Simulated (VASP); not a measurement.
A run of VASP 6.6.1 is set up as follows.

Contents of POSCAR:

```
Cs2Na6TlBi
1.0
    0.0000000000      5.2581510000      5.2581510000
    5.2581510000      0.0000000000      5.2581510000
    5.2581510000      5.2581510000      0.0000000000
Tl Cs Na Bi
1 2 6 1
Direct
    0.5000000000      0.5000000000      0.5000000000
    0.2500000000      0.2500000000      0.2500000000
    0.7500000000      0.7500000000      0.7500000000
    0.7700000000      0.2300000000      0.2300000000
    0.2300000000      0.7700000000      0.2300000000
    0.2300000000      0.7700000000      0.7700000000
    0.7700000000      0.2300000000      0.7700000000
    0.2300000000      0.2300000000      0.7700000000
    0.7700000000      0.7700000000      0.2300000000
    0.0000000000      0.0000000000      0.0000000000
```

The input INCAR.step1:

```
PREC = Accurate ; ENCUT = 520
ISMEAR = -5 ; SIGMA = 0.1
LREAL = False ; LASPH = True
NELM = 80 ; NBANDS = 55
GGA = PE ; ALGO = Normal
EDIFF = 1E-4 ; LWAVE = True
LCHARG = False
```

File INCAR.step2:

```
PREC = Accurate ; ENCUT = 520
EDIFF = 1E-6 ; ISMEAR = -1
SIGMA = 0.1 ; LREAL = False
LASPH = True ; NELM = 80
ALGO = Normal ; ISIF = 2
LWAVE = False ; LCHARG = False
METAGGA = R2SCAN ; LMIXTAU = True
LORBIT = 10 ; NBANDS = 55
ISTART = 1
```

File KPOINTS:

```
regular mesh
0
Gamma
  6 6 6
```

Potentials or basis: VASP PAW PBE potentials, release 64 (Tl_d, Cs_sv, Na_pv, Bi_d).

Launch:

```bash
$ cat potpaw_PBE.64/Tl_d/POTCAR potpaw_PBE.64/Cs_sv/POTCAR potpaw_PBE.64/Na_pv/POTCAR potpaw_PBE.64/Bi_d/POTCAR > POTCAR
$ cp INCAR.step1 INCAR
$ mpirun -np 1 vasp_std > vasp.out
$ cp INCAR.step2 INCAR
$ mpirun -np 1 vasp_std > vasp.out
```

Task: Estimate the band gap on the k mesh.

Result: None (metal or under the smearing width).

Task: What does it give for the largest force?

Result: 3.282 eV/Å.

Task: Predict the pressure.

Result: 13.9 GPa.

Forces in eV/Å, atoms in the order of the input:
```
Tl   0.000  0.000  0.000
Cs   0.000  0.000  0.000
Cs   0.000  0.000  0.000
Na   3.282  0.000  0.000
Na   0.000  3.282  0.000
Na  -3.282  0.000  0.000
Na   0.000 -3.282  0.000
Na   0.000  0.000  3.282
Na   0.000  0.000 -3.282
Bi   0.000  0.000  0.000
```

Caveat: the PAW data sets were made with another functional, which shifts forces and pressure a little; spin-orbit coupling is left out, which moves the levels of the heavy elements.
